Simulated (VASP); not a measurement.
An input for Quantum ESPRESSO's pw.x (written as the equivalent of a VASP run, and not itself run):

```
&CONTROL
  calculation = 'vc-relax'
  pseudo_dir = './pseudo'
  outdir = './out'
  tprnfor = .true.
  tstress = .true.
  nstep = 30
  forc_conv_thr = 0.00039
/
&SYSTEM
  ibrav = 0
  nat = 3
  ntyp = 2
  ecutwfc = 84
  occupations = 'smearing'
  smearing = 'methfessel-paxton'
  degauss = 0.00735
  input_dft = 'pbesol'
/
&ELECTRONS
  conv_thr = 7.3e-09
  electron_maxstep = 100
/
&IONS
/
&CELL
  cell_dofree = 'shape'
/
ATOMIC_SPECIES
  Te 127.600 Te.upf
  Pt 195.084 Pt.upf
CELL_PARAMETERS angstrom
     2.0030219   -3.4693354    0.0000000
     2.0030219    3.4693354    0.0000000
     0.0000000    0.0000000    5.0634073
ATOMIC_POSITIONS crystal
  Te   0.3333330  0.6666670  0.2628472
  Te   0.6666670  0.3333330  0.7371528
  Pt   0.0000000  0.0000000  1.0000000
K_POINTS automatic
  9 9 6 0 0 0
```

Q: Write the VASP files for the same calculation (PBEsol).

A: Several could match; the one computed here: 
KPOINTS:
```
K-points
0
G
  9 9 6
0 0 0
```

POSCAR:
```
PtTe2
1.0
  2.0030219321  -3.4693353770   0.0000000000
  2.0030219321   3.4693353770   0.0000000000
  0.0000000000   0.0000000000   5.0634073297
Te Pt
2 1
Direct
  0.3333330000   0.6666670000   0.2628471559
  0.6666670000   0.3333330000   0.7371528441
  0.0000000000   0.0000000000   1.0000000000
```

INCAR:
```
ALGO  =  Normal   ! blocked Davidson
EDIFF  =  1E-7   ! SCF stop (eV)
LMAXMIX  =  6
LCHARG  =  .FALSE.
SYSTEM  =  PtTe2
PREC  =  Accurate
LASPH  =  .TRUE.
NELM  =  100   ! most electronic steps
GGA  =  PS
SIGMA  =  0.1   ! width (eV)
IBRION  =  2   ! conjugate gradients
ISIF  =  4   ! ions and shape, fixed volume
EDIFFG  =  -0.01   ! ionic stop
LREAL  =  .FALSE.
ENCUT  =  520
ISMEAR  =  1   ! Methfessel-Paxton
LWAVE  =  .FALSE.
NSW  =  30
```

POTCAR, in this order: Te Pt (PBE.64 set). Program: vasp_std.

The two are equivalent in intent, not identical: the potentials are each code's own (VASP's PAW set, PseudoDojo norm-conserving files in pw.x), so ENCUT and ecutwfc are chosen apart and not converted; conv_thr bounds pw.x's estimated SCF error, while EDIFF bounds the energy change between steps; forc_conv_thr acts on force components and is met together with etot_conv_thr.

The compound is PtTe2 in the 1T layered structure. This cell is one point of a volume scan, at 0.97 of the reference volume. Symmetry was kept, so distortions that lower it aren't found.
